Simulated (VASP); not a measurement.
Given:

```
CELL_PARAMETERS angstrom
      4.26360     2.13180     2.13180
      2.13180     4.26360     2.13180
      2.13180     2.13180     4.26360
ATOMIC_POSITIONS crystal
  Ni 0.00000 0.00000 0.00000
  Ni 0.50000 0.50000 0.50000
  O  0.25000 0.25000 0.25000
  O  0.75000 0.75000 0.75000
```
Starting moments (μB, in the order of the record's atoms Ni Ni O O): 2.0 -2.0 0.0 0.0.

Calculation: PBE GGA, VASP's PBE PAW potentials (set 64) (plane waves; VASP). Numerical set-up: 520 eV cut-off, 7×7×7 Γ-centred mesh, Gaussian smearing of 0.050 eV, potentials Ni O.

Give the stress tensor in GPa (positive for a compressed cell).

```
-8.89  -0.19  -0.19
-0.19  -8.89  -0.19
-0.19  -0.19  -8.89
```
The pressure is its mean diagonal, -8.89 GPa.

The compound is NiO in the rock salt, AFM-II order structure. The cell was not relaxed at this level.
